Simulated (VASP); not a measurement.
A run of VASP 6.6.1 is set up as follows.

The input POSCAR:

```
CrBr
1.0
    0.0000000000      2.6606883400      2.6606883400
    2.6606883400      0.0000000000      2.6606883400
    2.6606883400      2.6606883400      0.0000000000
Cr Br
1 1
Direct
    0.0000000000      0.0000000000      0.0000000000
    0.5000000000      0.5000000000      0.5000000000
```

The input INCAR.step1:

```
  ALGO = Normal
  EDIFF = 1E-4
  ENCUT = 520
  GGA = PE
  ISMEAR = -1
  ISYM = 0
  LASPH = True
  LCHARG = False
  LREAL = False
  LWAVE = True
  NBANDS = 16
  NELM = 100
  PREC = Accurate
  SIGMA = 0.05
```

Contents of INCAR.step2:

```
  ALGO = Normal
  EDIFF = 1E-6
  ENCUT = 520
  ISIF = 2
  ISMEAR = -1
  ISTART = 1
  ISYM = 0
  LASPH = True
  LCHARG = False
  LMIXTAU = True
  LREAL = False
  LWAVE = False
  METAGGA = R2SCAN
  NBANDS = 16
  NELM = 100
  PREC = Accurate
  SIGMA = 0.05
```

KPOINTS

```
k-points
0
Gamma
  6 6 6
```

Potentials or basis: VASP PAW PBE potentials, release 64 (Cr_pv, Br).

Launch:

```console
$ cat potpaw_PBE.64/Cr_pv/POTCAR potpaw_PBE.64/Br/POTCAR > POTCAR
$ cp INCAR.step1 INCAR
$ mpirun -np 1 vasp_std > vasp.out
$ cp INCAR.step2 INCAR
$ mpirun -np 1 vasp_std > vasp.out
```

Question: What does it give for the pressure?

Answer: -4.6 GPa.

Question: Predict the band gap on the k mesh.

Answer: None (metal or under the smearing width).

Caveat: the PAW data sets were made with another functional, which shifts forces and pressure a little; an odd number of electrons without spin polarisation forces a metal; a magnetic or distorted state may lie lower; the run has no spin polarisation, though such a crystal can be magnetic; semilocal functionals often make such compounds metallic where correlation or magnetic order opens a gap, which also shifts bond lengths. Spin polarisation is off, so any magnetic state and its effect on volume and gap are missing.
